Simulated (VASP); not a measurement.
# InSbO2 (P4/nmm) in VASP: single point with r2SCAN

Aim: the single point of InSbO2 with r2SCAN.

Everything below comes from runs of VASP 6.6.1. Logs are shortened: lines on timing, memory, paths and dates and some standing lists are left out, and cuts for length are marked.

### 1 Starting point

Symmetry: P4/nmm, No. 129, tetragonal system. The conventional cell has a = 3.842 Å, b = 3.842 Å, c = 9.818 Å, α = 90.00°, β = 90.00°, γ = 90.00°. Around In (site symmetry 4mm) lie 4 O at 2.45 Å. Sb (site symmetry 4mm) is surrounded by 4 O at 2.12 Å. Around O (site symmetry 2mm) lie 2 Sb at 2.12 Å.

The cell was built by a generator and needn't be a form met in nature.

### 2 Single point, r2SCAN

File INCAR:

```
PREC     = Accurate       # precision mode
ENCUT    = 520            # plane-wave cutoff, eV
EDIFF    = 1E-6           # SCF threshold, eV
ISMEAR   = 0              # smearing method
SIGMA    = 0.1            # smearing width, eV
LREAL    = F              # projectors in reciprocal space
LASPH    = T              # aspherical terms in the spheres
NELM     = 150            # most SCF steps
ALGO     = Normal         # electronic algorithm
ISIF     = 2              # what is computed and relaxed
LWAVE    = F              # write WAVECAR
LCHARG   = F              # write CHGCAR
METAGGA  = R2SCAN         # meta-GGA
LMIXTAU  = T            
KPAR     = 4
```

File KPOINTS:

```
regular mesh
0
Gamma
  8 8 4
```

File POSCAR:

```
InSbO2
1.0
    3.8419000000      0.0000000000      0.0000000000
    0.0000000000      3.8419000000      0.0000000000
    0.0000000000      0.0000000000      9.8180900000
In Sb O
2 2 4
Direct
    0.0000000000      0.5000000000      0.9042510000
    0.5000000000      0.0000000000      0.0957490000
    0.5000000000      0.0000000000      0.6576170000
    0.0000000000      0.5000000000      0.3423830000
    0.5000000000      0.5000000000      0.7492390000
    0.0000000000      0.0000000000      0.7492390000
    0.0000000000      0.0000000000      0.2507610000
    0.5000000000      0.5000000000      0.2507610000
```

Potentials or basis: VASP PAW PBE potentials, release 64 (In_d, Sb, O).

Run with:

```console
$ cat potpaw_PBE.64/In_d/POTCAR potpaw_PBE.64/Sb/POTCAR potpaw_PBE.64/O/POTCAR > POTCAR
$ mpirun -np 4 vasp_std > vasp.out
```

OUTCAR:

```text
PREC = Accurate
   ENCUT = 520
   EDIFF = 1E-6
   ISMEAR = 0
   LREAL = F
   LASPH = T
   NELM = 150
   ISIF = 2
   METAGGA = R2SCAN

 ion  position               nearest neighbor table
   1  0.000  0.500  0.904-   5 2.45   6 2.45   6 2.45   5 2.45   2 3.30   2 3.30   2 3.30   2 3.30
                             3 3.64   3 3.64   3 3.64   3 3.64
   2  0.500  0.000  0.096-   7 2.45   8 2.45   8 2.45   7 2.45   1 3.30   1 3.30   1 3.30   1 3.30
                             4 3.64   4 3.64   4 3.64   4 3.64
   3  0.500  0.000  0.658-   5 2.12   6 2.12   5 2.12   6 2.12   1 3.64   1 3.64   1 3.64   1 3.64

   4  0.000  0.500  0.342-   7 2.12   8 2.12   7 2.12   8 2.12   2 3.64   2 3.64   2 3.64   2 3.64

   5  0.500  0.500  0.749-   3 2.12   3 2.12   1 2.45   1 2.45
   6  0.000  0.000  0.749-   3 2.12   3 2.12   1 2.45   1 2.45
   7  0.000  0.000  0.251-   4 2.12   4 2.12   2 2.45   2 2.45
   8  0.500  0.500  0.251-   4 2.12   4 2.12   2 2.45   2 2.45

  LATTYP: Found a simple tetragonal cell.
 ALAT       =     3.8419000000
 C/A-ratio  =     2.5555298160

  Lattice vectors:

 A1 = (   3.8419000000,   0.0000000000,   0.0000000000)
 A2 = (   0.0000000000,   3.8419000000,   0.0000000000)
 A3 = (   0.0000000000,   0.0000000000,   9.8180900000)

Analysis of symmetry for initial positions (statically):
=====================================================================
 Subroutine PRICEL returns:
 Original cell was already a primitive cell.

 Routine SETGRP: Setting up the symmetry group for a
 simple tetragonal supercell.

 Subroutine GETGRP returns: Found 16 space group operations
 (whereof  8 operations were pure point group operations)
 out of a pool of 16 trial point group operations.

The static configuration has the point symmetry D_2d.
 The point group associated with its full space group is D_4h.

Analysis of symmetry for dynamics (positions and initial velocities):
=====================================================================
 Subroutine PRICEL returns:
 Original cell was already a primitive cell.

 Routine SETGRP: Setting up the symmetry group for a
 simple tetragonal supercell.

 Subroutine GETGRP returns: Found 16 space group operations
 (whereof  8 operations were pure point group operations)
 out of a pool of 16 trial point group operations.

The dynamic configuration has the point symmetry D_2d.
 The point group associated with its full space group is D_4h.

 Subroutine INISYM returns: Found 16 space group operations
 (whereof  8 operations are pure point group operations),
 and found     1 'primitive' translations

----------------------------------------------------------------------------------------

                                     Primitive cell

  volume of cell :     144.9169

  direct lattice vectors                    reciprocal lattice vectors
     3.841900000  0.000000000  0.000000000     0.260287878  0.000000000  0.000000000
     0.000000000  3.841900000  0.000000000     0.000000000  0.260287878  0.000000000
     0.000000000  0.000000000  9.818090000     0.000000000  0.000000000  0.101852804

  length of vectors
     3.841900000  3.841900000  9.818090000     0.260287878  0.260287878  0.101852804

  position of ions in fractional coordinates (direct lattice)
     0.000000000  0.500000000  0.904251000
     0.500000000  0.000000000  0.095749000
     0.500000000  0.000000000  0.657617000
     0.000000000  0.500000000  0.342383000
     0.500000000  0.500000000  0.749239000
     0.000000000  0.000000000  0.749239000
     0.000000000  0.000000000  0.250761000
     0.500000000  0.500000000  0.250761000

  ion indices of the primitive-cell ions
   primitive index   ion index
                 1           1
                 2           2
                 3           3
                 4           4
                 5           5
                 6           6
                 7           7
                 8           8

----------------------------------------------------------------------------------------

 KPOINTS: regular mesh

Automatic generation of k-mesh.
 Grid dimensions read from file:
 generate k-points for:    8    8    4

 Generating k-lattice:

  Cartesian coordinates                     Fractional coordinates (reciprocal lattice)
     0.032535985  0.000000000  0.000000000     0.125000000  0.000000000  0.000000000
     0.000000000  0.032535985  0.000000000     0.000000000  0.125000000  0.000000000
     0.000000000  0.000000000  0.025463201     0.000000000  0.000000000  0.250000000

  Length of vectors
     0.032535985  0.032535985  0.025463201

  Shift w.r.t. Gamma in fractional coordinates (k-lattice)
     0.000000000  0.000000000  0.000000000

 Subroutine IBZKPT returns following result:
 ===========================================

 Found     45 irreducible k-points:

 Following reciprocal coordinates:
            Coordinates               Weight
  0.000000  0.000000  0.000000      1.000000
  0.125000  0.000000  0.000000      4.000000
  0.250000  0.000000  0.000000      4.000000
  0.375000  0.000000  0.000000      4.000000
  0.500000  0.000000  0.000000      2.000000
  0.125000  0.125000  0.000000      4.000000
[... 16 lines left out ...]
  0.375000  0.125000  0.250000     16.000000
  0.500000  0.125000  0.250000      8.000000
 [... further k-points ...]
   k-points           NKPTS =     45   k-points in BZ     NKDIM =     45   number of bands    NBANDS=     36
   number of dos      NEDOS =    301   number of ions     NIONS =      8
   total plane-waves  NPLWV =  72000
   dimension x,y,z NGX =    30 NGY =   30 NGZ =   80
   dimension x,y,z NGXF=    60 NGYF=   60 NGZF=  160
   ions per type =               2   2   4
   NGX,Y,Z   is equivalent  to a cutoff of  12.98, 12.98, 13.55 a.u.
   NGXF,Y,Z  is equivalent  to a cutoff of  25.96, 25.96, 27.09 a.u.
 SYSTEM =  unknown system
   PREC   = accura    normal or accurate (medium, high low for compatibility)
   ISTART =      0    job   : 0-new  1-cont  2-samecut
   ICHARG =      2    charge: 1-file 2-atom 10-const
   ISPIN  =      1    spin polarized calculation?
   LNONCOLLINEAR =      F non collinear calculations
   LSORBIT =      F    spin-orbit coupling
   LASPH  =      T    aspherical Exc in radial PAW
   ENCUT  =  520.0 eV  38.22 Ry    6.18 a.u.   7.14  7.14 18.26*2*pi/ulx,y,z
   NELM   =    150;   NELMIN=  2; NELMDL= -5     # of ELM steps
   EDIFF  = 0.1E-05   stopping-criterion for ELM
   LREAL  =      F    real-space projection
   EDIFFG = 0.1E-04   stopping-criterion for IOM
   NSW    =      0    number of steps for IOM
   IBRION =     -1    ionic relax: 0-MD 1-quasi-New 2-CG
   NFREE  =      0    steps in history (QN), initial steepest desc. (CG)
   ISIF   =      2    stress and relaxation
   ISYM   =      2    0-nonsym 1-usesym 2-fastsym
   POTIM  = 0.5000    time-step for ionic-motion
   TEBEG  =    0.0;   TEEND  =   0.0 temperature during run
   PSTRESS=    0.0 pullay stress
   NELECT =      60.0000    total number of electrons
   NUPDOWN=      -1.0000    fix difference up-down
   EMIN   =  10.00;   EMAX   =-10.00  energy-range for DOS
   EFERMI =   0.00;   METHOD = LEGACY
   ISMEAR =     0;   SIGMA  =   0.10  broadening in eV -4-tet -1-fermi 0-gaus
   EFERMI_NEDOS =   21; number of points for ismear=-14 and -15
   IALGO  =     38    algorithm
   IMIX   =      4    mixing-type and parameters
     AMIX     =   0.40;   BMIX     =  1.00
     AMIX_MAG =   1.60;   BMIX_MAG =  1.00
  volume/ion in A,a.u.               =      18.11       122.24
  Fermi-wavevector in a.u.,A,eV,Ry     =   1.220166  2.305779 20.256418  1.488805
  Thomas-Fermi vector in A             =   2.355393
   LORBIT       =      0    0 simple, 1 ext, 2 COOP (PROOUT), +10 PAW based schemes
   METAGGA = R2SCAN    functional components
   LHFCALC =     F    Hartree Fock is set to
   AEXX    =    0.0000 exact exchange contribution
   IVDW    =     0    specifies the selected vdW correction
   LEPSILON=     F    determine dielectric tensor
   LRPA    =     F    only Hartree local field effects (RPA)
 non-spin polarized calculation
 Gauss-broadening in eV      SIGMA  =   0.10
  energy-cutoff  :      520.00
  volume of cell :      144.92
 maximum number of plane-waves:      3936
 NGX is ok and might be reduce to    30
   NGX = 15   NGY = 15   NGZ = 37

 number of electron      59.9999997 magnetization

 Free energy of the ion-electron system (eV)
  ---------------------------------------------------
  ext. energy  EPLUGINS =         0.00000000
  ---------------------------------------------------
  free energy    TOTEN  =      -129.92231920 eV

  energy without entropy =     -129.91897213  energy(sigma->0) =     -129.92064567

 E-fermi :   6.8625     XC(G=0): -10.4432

 val. band max:        6.8590508367   @ k =   0.1250   0.1250   0.0000
 cond. band min:       6.8847117620   @ k =   0.5000   0.5000   0.2500
 fundamental gap:      0.0256609253
 Fermi energy:         6.8624988840

 k-point     1 :       0.0000    0.0000    0.0000
  band No.  band energies     occupation
      1     -15.0791      2.00000
      2     -15.0561      2.00000
      3     -13.0083      2.00000
      4     -13.0029      2.00000
      5      -8.2398      2.00000
      6      -8.2398      2.00000
[... 28 lines left out ...]
     35      11.1975      0.00000
     36      11.2563      0.00000

 k-point     2 :       0.1250    0.0000    0.0000
  band No.  band energies     occupation
      1     -15.0035      2.00000
      2     -14.9819      2.00000
      3     -13.0842      2.00000
      4     -13.0793      2.00000
      5      -8.2798      2.00000
      6      -8.2430      2.00000
[... 28 lines left out ...]
     35      10.4976      0.00000
     36      11.3579      0.00000
[... 817 lines left out ...]
     35      10.1281      0.00000
     36      11.3115      0.00000

 k-point    24 :       0.5000    0.1250    0.2500
  band No.  band energies     occupation
      1     -14.1237      2.00000
      2     -14.1237      2.00000
      3     -13.9170      2.00000
      4     -13.9170      2.00000
      5      -8.2834      2.00000
      6      -8.2834      2.00000
[... 28 lines left out ...]
     35      10.8998      0.00000
     36      10.8998      0.00000

 [... further k-points ...]

------------------------ aborting loop because EDIFF is reached ----------------------------------------

  FORCE on cell =-STRESS in cart. coord.  units (eV):
  Direction    XX          YY          ZZ          XY          YZ          ZX
  --------------------------------------------------------------------------------------
  -------------------------------------------------------------------------------------
  Total       -4.0100991     -4.0100991     -2.5157019      0.0000000      0.0000000      0.0000000
  in kB      -44.3349845    -44.3349845    -27.8131791      0.0000000      0.0000000      0.0000000
  external PRESSURE =     -38.8277160 kB  Pullay stress =       0.0000000 kB

 VOLUME and BASIS-vectors are now :
 -----------------------------------------------------------------------------
  energy-cutoff  :      520.00
  volume of cell :      144.92
      direct lattice vectors                 reciprocal lattice vectors
     3.841900000  0.000000000  0.000000000     0.260287878  0.000000000  0.000000000
     0.000000000  3.841900000  0.000000000     0.000000000  0.260287878  0.000000000
     0.000000000  0.000000000  9.818090000     0.000000000  0.000000000  0.101852804

 POSITION                                       TOTAL-FORCE (eV/Angst)
 -----------------------------------------------------------------------------------
      0.00000      1.92095      8.87802         0.000000     -0.000000     -0.172577
      1.92095      0.00000      0.94007        -0.000000      0.000000      0.172577
      1.92095      0.00000      6.45654         0.000000      0.000000      0.509160
      0.00000      1.92095      3.36155         0.000000     -0.000000     -0.509160
      1.92095      1.92095      7.35610         0.000000      0.000000     -0.100648
      0.00000      0.00000      7.35610         0.000000      0.000000     -0.100648
      0.00000      0.00000      2.46199        -0.000000     -0.000000      0.100648
      1.92095      1.92095      2.46199         0.000000     -0.000000      0.100648
 -----------------------------------------------------------------------------------
    total drift:                                0.000000      0.000000      0.000000

  FREE ENERGIE OF THE ION-ELECTRON SYSTEM (eV)
  ---------------------------------------------------
  free  energy   TOTEN  =      -129.9223191977 eV

  energy  without entropy=     -129.9189721343  energy(sigma->0) =     -129.92064567
```

Run time: 5.8 min. Hardware: 4 MPI ranks of Intel Xeon Platinum 8488C (Sapphire Rapids), shared host; peak memory 0.42 GiB.

Results:

- Free energy: -129.9223 eV
- Pressure: -3.9 GPa
- Largest force: 0.509 eV/Å
- Band gap on the k mesh: none (metal or under the smearing width)

Forces on the atoms (eV/Å):
```
In   0.000  0.000 -0.173
In   0.000  0.000  0.173
Sb   0.000  0.000  0.509
Sb   0.000  0.000 -0.509
O    0.000  0.000 -0.101
O    0.000  0.000 -0.101
O    0.000  0.000  0.101
O    0.000  0.000  0.101
```

Levels at points of the mesh, in eV from the Fermi level:
```
           k point  band 28  band 29  band 30  band 31  band 32  band 33
(0.00, 0.00, 0.00)    -3.66    -2.81    -1.00     0.79     1.27     2.77
(0.50, 0.00, 0.00)    -3.42    -2.21    -2.21     1.73     1.73     3.63
(0.50, 0.50, 0.00)    -2.66    -1.56    -1.56    -0.18    -0.18     2.03
(0.00, 0.00, 0.50)    -3.66    -2.47    -1.09     1.08     1.19     3.24
(0.50, 0.00, 0.50)    -3.24    -2.35    -2.35     1.82     1.82     3.26
(0.50, 0.50, 0.50)    -2.66    -1.63    -1.63     0.41     0.41     0.91
```

Caveat: the PAW data sets were made with another functional, which shifts forces and pressure a little. The run has no spin-orbit coupling, so splittings on Sb are missing.
